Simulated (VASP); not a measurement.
# BaTiO3: excitons from the Bethe-Salpeter equation, part 3 of 4

What does the electron-hole attraction do to the spectrum of BaTiO3? The cell has space group P4mm. The start is a cell from a database of measured crystal structures.

VASP 6.6.1, plane waves and PAW; the level of theory is named at each step.

Still holding for the runs below: This run has no spin polarisation, although Ti can carry a moment.

So far. Step 3 (Empty bands): WAVECAR now holds 152 bands for 40 electrons. Its independent-particle dielectric tensor has xx, yy, zz = 5.9, 5.9, 5.8 on this mesh, which isn't tested for convergence in mesh or bands and lacks local fields. Step 4 (G0W0): GW takes the gap from 2.180 to 3.497 eV. Spin-orbit coupling is left out. The value holds for 152 bands, ENCUTGW = 100 eV and this mesh, and isn't shown to be converged in them.

The database entry behind the starting cell differs from later determinations by our own check (c/a about 0.6 % short), so it need not match the best structure at ambient conditions.

## 5. BSE, Tamm-Dancoff

This step: BSE on G0W0 on r2SCAN, no spin polarisation; plane waves and PAW (Ba_sv_GW, Ti_sv_GW, O_GW) (VASP 6.6.1).

The Bethe-Salpeter equation adds the screened attraction of electron and hole to the quasiparticle pairs; ANTIRES = 0 leaves out the coupling to antiresonant pairs.

Input file INCAR:

```
SYSTEM = BaTiO3
PREC = Accurate
ENCUT = 440
ISMEAR = 0
SIGMA = 0.01
LREAL = .FALSE.
METAGGA = R2SCAN
LASPH = .TRUE.
NBANDS = 152
ALGO = BSE
NBANDSO = 4
NBANDSV = 4
OMEGAMAX = 25
NEDOS = 1000
CSHIFT = 0.1
PRECFOCK = Fast
LWAVE = .FALSE.
LCHARG = .FALSE.
ENCUTGW = 100
ANTIRES = 0
```

Input file POSCAR:

```
BaTiO3
1.0
    3.9998000000      0.0000000000      0.0000000000
    0.0000000000      3.9998000000      0.0000000000
    0.0000000000      0.0000000000      4.0180000000
Ba Ti O
1 1 3
Direct
    0.0000000000      0.0000000000      0.0000000000
    0.5000000000      0.5000000000      0.4900000000
    0.5000000000      0.5000000000      0.0190000000
    0.5000000000      0.0000000000      0.5170000000
    0.0000000000      0.5000000000      0.5170000000
```

Input file KPOINTS:

```
Automatic mesh
0
Gamma
6 6 6
0 0 0
```

The projector-augmented-wave data sets are Ba_sv_GW, Ti_sv_GW and O_GW (PBE family, release 64).

Command:

```sh
$ mpirun -np 8 vasp_std
```

What it wrote:

```text
[banner, memory and clock lines left out]
running    8 mpi-ranks, on    1 nodes
 distrk:  each k-point on    8 cores,    1 groups
 distr:  one band on    1 cores,    8 groups

 POSCAR found type information on POSCAR BaTiO
 POSCAR found :  3 types and       5 ions
|                                                                             |
|           W    W    AA    RRRRR   N    N  II  N    N   GGGG   !!!           |
|           W    W   A  A   R    R  NN   N  II  NN   N  G    G  !!!           |
|           W    W  A    A  R    R  N N  N  II  N N  N  G       !!!           |
|           W WW W  AAAAAA  RRRRR   N  N N  II  N  N N  G  GGG   !            |
|           WW  WW  A    A  R   R   N   NN  II  N   NN  G    G                |
|           W    W  A    A  R    R  N    N  II  N    N   GGGG   !!!           |
|                                                                             |
|     For optimal performance we recommend to set                             |
|       NCORE = 2 up to number-of-cores-per-socket                            |
|     NCORE specifies how many cores store one orbital (NPAR=cpu/NCORE).      |
|     This setting can greatly improve the performance of VASP for DFT.       |
|     The default, NCORE=1 might be grossly inefficient on modern             |
|     multi-core architectures or massively parallel machines. Do your        |
|     Unfortunately you need to use the default for GW and RPA                |
|     calculations (for HF NCORE is supported but not extensively tested      |
|     yet).                                                                   |
|                                                                             |

|                                                                             |
|               ----> ADVICE to this user running VASP <----                  |
|                                                                             |
|     You enforced a specific xc type in the INCAR file but a different       |
|     [... a line on the potential file left out ...]
|     I HOPE YOU KNOW WHAT YOU ARE DOING!                                     |
|                                                                             |

|                                                                             |
|           W    W    AA    RRRRR   N    N  II  N    N   GGGG   !!!           |
|           W    W   A  A   R    R  NN   N  II  NN   N  G    G  !!!           |
|           W    W  A    A  R    R  N N  N  II  N N  N  G       !!!           |
|           W WW W  AAAAAA  RRRRR   N  N N  II  N  N N  G  GGG   !            |
|           WW  WW  A    A  R   R   N   NN  II  N   NN  G    G                |
|           W    W  A    A  R    R  N    N  II  N    N   GGGG   !!!           |
|                                                                             |
|     The default for ENCUTGWSOFT is different in this version of VASP.       |
|     please manually set ENCUTGWSOFT =100 in the INCAR file.                 |
|                                                                             |

 LDA part: xc-table for (None), standard interpolation
 found WAVECAR, reading the header
 POSCAR, INCAR and KPOINTS ok, starting setup
 FFT: planning ... GRIDC
 FFT: planning ... GRID_SOFT
 FFT: planning ... GRID
 reading WAVECAR
 the WAVECAR file was read successfully
 initial charge from wavefunction
 available memory per node:     79.76 GB, setting MAXMEM to     81669

 The Fermi energy was updated, please check that it is located mid-gap
 values below the HOMO (VB) or above the LUMO (CB) will cause erroneous energies
 E-fermi :   6.8993

 the WAVEDER file was read successfully
 responsefunction array rank=     152

 min. memory requirement per mpi rank    427.9 MB, per node   3423.2 MB

 Doing            0  frequencies on each core in blocks of            0
 Found all WFULLXXXX.tmp files
 reading now WFULL0001.tmp
 reading now WFULL0002.tmp
 reading now WFULL0003.tmp
 reading now WFULL0004.tmp
 reading now WFULL0005.tmp
 reading now WFULL0006.tmp
 reading now WFULL0007.tmp
 reading now WFULL0008.tmp
 reading now WFULL0009.tmp
 reading now WFULL0010.tmp
 reading now WFULL0011.tmp
 reading now WFULL0012.tmp
 reading now WFULL0013.tmp
 reading now WFULL0014.tmp
 reading now WFULL0015.tmp
 reading now WFULL0016.tmp
 reading now WFULL0017.tmp
 reading now WFULL0018.tmp
 reading now WFULL0019.tmp
 reading now WFULL0020.tmp
 reading now WFULL0021.tmp
 reading now WFULL0022.tmp
 reading now WFULL0023.tmp
 reading now WFULL0024.tmp
 reading now WFULL0025.tmp
 reading now WFULL0026.tmp
 reading now WFULL0027.tmp
 reading now WFULL0028.tmp
 reading now WFULL0029.tmp
 reading now WFULL0030.tmp
 reading now WFULL0031.tmp
 reading now WFULL0032.tmp
 reading now WFULL0033.tmp
 reading now WFULL0034.tmp
 reading now WFULL0035.tmp
 reading now WFULL0036.tmp
 reading now WFULL0037.tmp
 reading now WFULL0038.tmp
 reading now WFULL0039.tmp
 reading now WFULL0040.tmp
 parallelization over k-points
 Using distributed matrix
 Using distributed eigensolver
 allocating two-electron 4 orbital integral table    4    4    4    4
 BSE setting up matrix
 available memory per node:     79.44 GB, setting MAXMEM to     81346
 Calculate matrix elements of the BSE Hamiltonian:
 Workload is divided into blocks of two-electron 4 orbital integrals computed in
  parallel.
 Each block/integral has dimensions  of (   4,   4,   4,   4) orbitals
 Total number of blocks/integrals:                23436
 Number of spins:                                     1
 Number of kpoints:                                 216
 Spin channel:                                        1
  Number of blocks of unoccupied bands:               1
  Number of blocks of occupied bands:                 1
 Number of rows/columns of blocks:                  216

                                                        Time (sec)
               Integrals                 Ranks       Real         CPU
  [         1 -       1728/     23436]     8         1.52        0.00
  [      1729 -       3456/     23436]     8         2.94        0.00
  [      3457 -       5184/     23436]     8         4.27        0.00
  [      5185 -       6912/     23436]     8         5.61        0.00
  [      6913 -       8640/     23436]     8         6.98        0.00
  [      8641 -      10368/     23436]     8         8.27        0.00
  [     10369 -      12096/     23436]     8         9.58        0.00
  [     12097 -      13824/     23436]     8        11.00        0.00
  [     13825 -      15552/     23436]     8        12.50        0.00
  [     15553 -      17280/     23436]     8        13.83        0.00
  [     17281 -      19008/     23436]     8        15.12        0.00
  [     19009 -      20736/     23436]     8        16.42        0.00
  [     20737 -      22464/     23436]     8        17.70        0.00
  [     22465 -      23328/     23436]     8        18.33        0.00
  [     23329 -      23436/     23436]     8        18.49        0.00

 BSE redistributing all elements
 BSE diagonalizing matrix PDSYEVX_ZHEEVX_DESC
 BSE calculating oscillator strength
```

Elapsed: 26 s, on 8 MPI ranks of Intel Xeon 6975P-C (Granite Rapids), shared host; peak memory 4.4 GiB.

From OUTCAR (step 5):

```text
   NELECT =      40.0000    total number of electrons

 E-fermi :   6.8993

[... 8 parts as in an earlier step ...]

[... 2 further parts left out ...]
```

Numbers from this step:

```
lowest excitation                     : 3.375 eV
direct gap less the lowest excitation : 0.3706 eV
```

The imaginary dielectric function has structure finer than the step of the table below, so its rows give means over 0.5 eV, whole bins alone (the curve runs from 0 to 25 eV). Peaks (eV: height): xx 4.05: 5.07, 4.88: 7.03, 5.93: 3.31, 7.06: 2.33, 7.88: 2.11; zz 4.25: 3.70, 5.06: 7.44, 6.13: 3.71, 6.51: 4.43, 7.01: 2.50, 7.56: 2.14.

From 4 filled and 4 empty bands alone, without any pair above OMEGAMAX = 25 eV, so strength is missing wherever others contribute; lines are broadened by CSHIFT, which also makes the tail under the first line. The imaginary dielectric function by photon energy; means over each step:

```csv
photon energy (eV),xx,zz
0.5,0.00998,0.00659
1.0,0.0218,0.0141
1.5,0.0382,0.0240
2.0,0.0660,0.0390
2.5,0.128,0.0665
3.0,0.452,0.141
3.5,2.70,0.837
4.0,4.12,2.44
4.5,5.28,3.17
5.0,5.97,5.36
5.5,2.99,3.85
6.0,2.76,2.69
6.5,2.24,3.25
7.0,1.78,1.91
7.5,1.02,1.70
8.0,1.38,1.57
8.5,0.575,0.783
9.0,0.206,0.542
9.5,0.340,0.511
10.0,0.0835,0.197
10.5,0.0436,0.0453
11.0,0.0420,0.0351
11.5,0.0173,0.0197
12.0,0.0129,0.0147
12.5,0.0104,0.0117
13.0,0.00864,0.00960
13.5,0.00732,0.00803
14.0,0.00627,0.00682
14.5,0.00543,0.00584
15.0,0.00474,0.00509
15.5,0.00418,0.00444
16.0,0.00369,0.00393
16.5,0.00330,0.00350
17.0,0.00297,0.00311
17.5,0.00267,0.00279
18.0,0.00242,0.00252
18.5,0.00220,0.00229
19.0,0.00200,0.00208
19.5,0.00184,0.00189
20.0,0.00167,0.00174
20.5,0.00154,0.00158
21.0,0.00143,0.00145
21.5,0.00131,0.00135
22.0,0.00121,0.00125
22.5,0.00113,0.00115
23.0,0.00105,0.00108
23.5,9.9e-4,1.0e-3
24.0,9.0e-4,9.1e-4
24.5,8.5e-4,8.8e-4
```

Some of the lowest 40 states alone, with states under 2.5 meV apart joined, scaled to the strongest line shown. Exciton lines, with heights relative to the strongest:

```csv
position (eV),lines merged,oscillator strength
3.375,2,89
3.401,1,0.0
3.579,2,38
3.594,2,80
3.603,2,0.4
3.606,1,0.0
3.619,2,0.0
3.622,1,24
3.781,2,26
3.793,1,0.0
3.796,1,0.0
3.860,1,0.0
3.866,2,100
3.880,1,39
3.902,2,1.0
3.925,1,0.0
3.933,2,0.0
4.052,2,37
4.063,1,0.0
4.073,2,78
4.086,3,34
4.096,2,0.0
```

The lowest excitation lies at 3.375 eV, -371 meV against the direct gap of these orbitals. No second mesh in this session tests these energies, peaks and heights.

## 6. Without the electron-hole attraction

This step: BSE on G0W0 on r2SCAN, without the electron-hole attraction, no spin polarisation; plane waves and PAW (Ba_sv_GW, Ti_sv_GW, O_GW) (VASP 6.6.1).

LADDER = .FALSE. removes the attraction and keeps the local fields, which shows what the attraction does.

INCAR: that of step 5 with these lines changed.

```diff
@@ -20 +20,2 @@
 ANTIRES = 0
+LADDER = .FALSE.
```

POSCAR is that of step 5.

KPOINTS is that of step 5.

Command:

```sh
$ mpirun -np 8 vasp_std
```

What it wrote:

```text
[banner, memory and clock lines left out]
 LDA part: xc-table for (None), standard interpolation
 found WAVECAR, reading the header
 POSCAR, INCAR and KPOINTS ok, starting setup
 FFT: planning ... GRIDC
 FFT: planning ... GRID_SOFT
 FFT: planning ... GRID
 reading WAVECAR
 the WAVECAR file was read successfully
 initial charge from wavefunction
 available memory per node:     79.48 GB, setting MAXMEM to     81385

 Doing            0  frequencies on each core in blocks of            0
 parallelization over k-points
 Using distributed matrix
 Using distributed eigensolver
 allocating two-electron 4 orbital integral table    4    4    4    4
 BSE setting up matrix
 available memory per node:     79.21 GB, setting MAXMEM to     81112
 Calculate matrix elements of the BSE Hamiltonian:
 Workload is divided into blocks of two-electron 4 orbital integrals computed in
  parallel.
 Each block/integral has dimensions  of (   4,   4,   4,   4) orbitals
 Total number of blocks/integrals:                23436
 Number of spins:                                     1
 Number of kpoints:                                 216
 Spin channel:                                        1
  Number of blocks of unoccupied bands:               1
  Number of blocks of occupied bands:                 1
 Number of rows/columns of blocks:                  216

                                                        Time (sec)
               Integrals                 Ranks       Real         CPU
  [         1 -       1728/     23436]     8         0.84        0.00
  [      1729 -       3456/     23436]     8         1.56        0.00
  [      3457 -       5184/     23436]     8         2.25        0.00
  [      5185 -       6912/     23436]     8         3.13        0.00
  [      6913 -       8640/     23436]     8         4.31        0.00
  [      8641 -      10368/     23436]     8         5.19        0.00
  [     10369 -      12096/     23436]     8         6.08        0.00
  [     12097 -      13824/     23436]     8         7.24        0.00
  [     13825 -      15552/     23436]     8         8.01        0.00
  [     15553 -      17280/     23436]     8         8.76        0.00
  [     17281 -      19008/     23436]     8         9.52        0.00
  [     19009 -      20736/     23436]     8        10.34        0.00
  [     20737 -      22464/     23436]     8        11.12        0.00
  [     22465 -      23328/     23436]     8        11.48        0.00
  [     23329 -      23436/     23436]     8        11.59        0.00

[... 8 parts as in an earlier step ...]
```

Elapsed: 21 s, on 8 MPI ranks; peak memory 3.8 GiB; 2.5 min of CPU time.

OUTCAR, selected parts (step 6):

```text
   NELECT =      40.0000    total number of electrons

 E-fermi :   6.8993

[... 8 parts as in an earlier step ...]

[... 2 further parts left out ...]
```

Numbers from this step:

```
lowest excitation : 3.746 eV
```

The imaginary dielectric function has structure finer than the step of the table below, so its rows give means over 1 eV, whole bins alone (the curve runs from 0 to 25 eV). Peaks (eV: height): xx 5.6: 6.28, 6.3: 6.49, 7.6: 3.16, 8.3: 2.47, 9.9: 1.09; zz 5.6: 4.59, 6.3: 5.94, 7.0: 3.15, 7.4: 3.91, 8.5: 3.64, 9.8: 1.48.

From 4 filled and 4 empty bands alone, without any pair above OMEGAMAX = 25 eV, so strength is missing wherever others contribute; lines are broadened by CSHIFT, which also makes the tail under the first line. Table of imaginary dielectric function by photon energy; means over each step:

```csv
photon energy (eV),xx,zz
1,0.0112,0.00782
2,0.0288,0.0193
3,0.0850,0.0461
4,0.926,0.349
5,3.19,1.88
6,5.64,4.44
7,2.86,2.85
8,1.91,2.49
9,0.984,1.59
10,0.446,0.835
11,0.0589,0.0885
12,0.0218,0.0268
13,0.0130,0.0152
14,0.00899,0.0101
15,0.00660,0.00720
16,0.00503,0.00539
17,0.00395,0.00419
18,0.00318,0.00333
19,0.00260,0.00270
20,0.00215,0.00223
21,0.00182,0.00187
22,0.00154,0.00158
23,0.00133,0.00135
24,0.00115,0.00116
```

The lowest excitation lies at 3.746 eV, +371 meV against the Tamm-Dancoff singlet. No second mesh in this session tests these energies, peaks and heights.

(Continued in part 4 of 4.)

[Lines on the potential files, build, host, timing and source positions are cut from VASP's logs without a mark.]

[Logs are printed without paths, hosts, clocks, repeated set-up lines and the standing remarks that a program may print on its own settings, such as how far it seeks lower states.]

[Hosts, paths, dates, database ids (printed as entryN), source tags and the programs' standing remarks are cut or masked in the printed files.]

[Pressures printed for these runs are not shown converged in the cutoff: they can be off by several GPa and have the wrong sign.]
